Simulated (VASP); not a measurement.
KFeAs2, 4 atoms in the cell. Symmetry: I-4m2, No. 119, tetragonal system. The conventional cell has a = 3.961 Å, b = 3.961 Å, c = 12.766 Å, α = 90.00°, β = 90.00°, γ = 90.00°. As (site symmetry 2mm) has 2 Fe at 2.23 Å as nearest neighbours. Around Fe (site symmetry -4m2) lie 4 As at 2.23 Å. K (site symmetry -4m2) is surrounded by 8 As at 3.54 Å and 4 Fe at 3.76 Å and 4 K at 3.96 Å. The cell comes from a database or a generator and needn't be the stable form of this composition.

| Property | Result |
| --- | --- |
| Program | VASP 6.6.1 |
| Task | single point |
| Functional | RPBE |
| Potentials or basis | VASP PAW PBE potentials, release 64 (As_GW, Fe_GW, K_sv_GW) |
| Cutoff | 550 eV |
| k mesh | 9 × 9 × 9 |
| Occupations | gaussian, width 0.02 eV |
| Spin | collinear spin, ferromagnetic start |
| Starting moments | [0.0, 0.0, 3.0, 0.0] μB |
| Further INCAR settings | ALGO = Normal; EDIFF = 1e-06 |

Potentials or basis: VASP PAW PBE potentials, release 64 (As_GW, Fe_GW, K_sv_GW).

Command:

```sh
$ cat potpaw_PBE.64/As_GW/POTCAR potpaw_PBE.64/Fe_GW/POTCAR potpaw_PBE.64/K_sv_GW/POTCAR > POTCAR
$ mpirun -np 1 vasp_std > vasp.out
```

Hardware: 1 thread of Intel(R) Xeon(R) Platinum 8488C (Sapphire Rapids), with other jobs on the host.

Estimate the wall time of this run.

Wall time 13 min on 1 thread of Intel(R) Xeon(R) Platinum 8488C (Sapphire Rapids), on a shared host, peak memory 0.74 GiB. Counts: scf iterations 19, k points 75.
